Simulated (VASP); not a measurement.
Method: PBE GGA, VASP's PBE PAW potentials (set 64) (plane waves; VASP).

VASP ran on this input.

INCAR:
```
# general
SYSTEM   =  PdIn
PREC     =  Accurate
ENCUT    =  400
LREAL    =  .FALSE.   # projection in real space or not
LASPH    =  .TRUE.
NELECT   =  22.5

# electronic loop
EDIFF    =  1E-6   # SCF stop (eV)
NELM     =  100   # most electronic steps
ALGO     =  Normal   # blocked Davidson
LMAXMIX  =  4   # l cut-off of mixed one-centre charges

# smearing
ISMEAR   =  0
SIGMA    =  0.05   # width (eV)

# functional
GGA      =  PE   # PBE

# ions
ISIF     =  2   # forces and stress, cell fixed

# output
LWAVE    =  .FALSE.
LCHARG   =  .FALSE.
```

POSCAR:
```
PdIn
1
    3.2794300000     0.0000000000     0.0000000000
    0.0000000000     3.2865290000     0.0000000000
    0.0000000000     0.0000000000     3.1834760000
In Pd
1 1
Direct
  0.5000000000   0.5000000000   0.5000000000
  0.0262660000   0.0000000000   0.0000000000
```

**KPOINTS**
```
Automatic mesh
0
Gamma
10 10 10
0 0 0
```

POTCAR, in this order: In_d Pd (PBE.64 set). Program: vasp_std.

The resulting files:

OSZICAR:
```
       N       E                     dE             d eps       ncg     rms          rms(c)
DAV:   1     0.133161971759E+03    0.13316E+03   -0.96996E+03  6623   0.166E+03
DAV:   2    -0.792652656601E+01   -0.14109E+03   -0.13732E+03  6718   0.357E+02
DAV:   3    -0.141648002595E+02   -0.62383E+01   -0.61924E+01  8258   0.835E+01
DAV:   4    -0.142749597209E+02   -0.11016E+00   -0.11013E+00  7878   0.105E+01
DAV:   5    -0.142801073915E+02   -0.51477E-02   -0.51476E-02  9653   0.199E+00    0.696E+00
DAV:   6    -0.140135342508E+02    0.26657E+00   -0.18585E+00  6928   0.150E+01    0.291E+00
DAV:   7    -0.139534298627E+02    0.60104E-01   -0.24277E-01  8600   0.650E+00    0.187E+00
DAV:   8    -0.139446969042E+02    0.87330E-02   -0.23707E-02  8156   0.215E+00    0.451E-01
DAV:   9    -0.139437958876E+02    0.90102E-03   -0.55123E-03  8118   0.109E+00    0.136E-01
DAV:  10    -0.139437245655E+02    0.71322E-04   -0.59294E-04  7585   0.258E-01    0.207E-02
DAV:  11    -0.139437238555E+02    0.70991E-06   -0.21175E-05  7827   0.494E-02    0.119E-02
DAV:  12    -0.139437245487E+02   -0.69320E-06   -0.18000E-06  6976   0.154E-02
   1 F= -.13943725E+02 E0= -.13943284E+02  d E =-.881289E-03
```

### OUTCAR
```
------------------------ aborting loop because EDIFF is reached ----------------------------------------
  FORCE on cell =-STRESS in cart. coord.  units (eV):
  Direction    XX          YY          ZZ          XY          YZ          ZX
  --------------------------------------------------------------------------------------
  Total       -6.4439969     -6.4229475     -6.2961258      0.0000000      0.0000000      0.0000000
  in kB     -300.9043655   -299.9214612   -293.9994819      0.0000000      0.0000000      0.0000000
  external PRESSURE =    -298.2751029 kB  Pullay stress =       0.0000000 kB
  volume of cell :       34.31
      direct lattice vectors                 reciprocal lattice vectors
     3.279430000  0.000000000  0.000000000     0.304931040  0.000000000  0.000000000
     0.000000000  3.286529000  0.000000000     0.000000000  0.304272380  0.000000000
     0.000000000  0.000000000  3.183476000     0.000000000  0.000000000  0.314122048
 POSITION                                       TOTAL-FORCE (eV/Angst)
 -----------------------------------------------------------------------------------
      1.63972      1.64326      1.59174         0.405613      0.000000      0.000000
      0.08614      0.00000      0.00000        -0.405613      0.000000      0.000000
 -----------------------------------------------------------------------------------
    total drift:                               -0.000004      0.000000      0.000002
  FREE ENERGIE OF THE ION-ELECTRON SYSTEM (eV)
  ---------------------------------------------------
  free  energy   TOTEN  =       -13.9437245487 eV

  energy  without entropy=      -13.9428432597  energy(sigma->0) =      -13.94328390
```
(Selected blocks of OUTCAR.)

**OUTCAR**
```
 val. band max:       10.1682810070   @ k =   0.3000   0.5000   0.3000

 cond. band min:      10.2318335302   @ k =   0.4000   0.5000   0.2000


 Fermi energy:        10.1773781331

 k-point     1 :       0.0000    0.0000    0.0000
  band No.  band energies     occupation
      1      -4.0747      2.00000
      2      -4.0193      2.00000
      3      -3.6309      2.00000
      4      -3.6129      2.00000
      5      -3.6093      2.00000
      6       0.7683      2.00000
      7       6.7436      2.00000
      8       6.8006      2.00000
      9       8.2593      2.00000
     10       8.3307      2.00000
     11       8.3372      2.00000
     12      14.9357      0.00000
     13      15.0318      0.00000
     14      15.8463      0.00000
     15      20.4069      0.00000

 k-point     2 :       0.1000    0.0000    0.0000
  band No.  band energies     occupation
      1      -4.0643      2.00000
      2      -3.9912      2.00000
      3      -3.6405      2.00000
      4      -3.6188      2.00000
      5      -3.6099      2.00000
      6       0.9271      2.00000
      7       6.7479      2.00000
      8       6.8206      2.00000
      9       8.1422      2.00000
     10       8.2374      2.00000
     11       8.3232      2.00000
     12      13.9789      0.00000
     13      15.2539      0.00000
     14      16.1476      0.00000
     15      20.8491      0.00000

 k-point     3 :       0.2000    0.0000    0.0000
  band No.  band energies     occupation
      1      -4.0449      2.00000
      2      -3.9099      2.00000
      3      -3.6654      2.00000
      4      -3.6434      2.00000
      5      -3.6018      2.00000
      6       1.4009      2.00000
      7       6.7473      2.00000
      8       6.8325      2.00000
      9       7.8657      2.00000
     10       7.9966      2.00000
     11       8.3037      2.00000
     12      12.1072      0.00000
     13      16.1317      0.00000
     14      16.9902      0.00000
     15      20.9404      0.00000
...
```

The cell is charged, with a uniform compensating background. Unless said otherwise, spin-orbit coupling is left out, though it shifts the bands of the heavy elements here.

The compound is PdIn in the CsCl type structure. The cell was not relaxed at this level, atoms are displaced from their ideal sites. The run is one of a series of settings (ISMEAR = 0, NELECT = 22.5, SIGMA = 0.05 against the base run), some of them coarse on purpose.
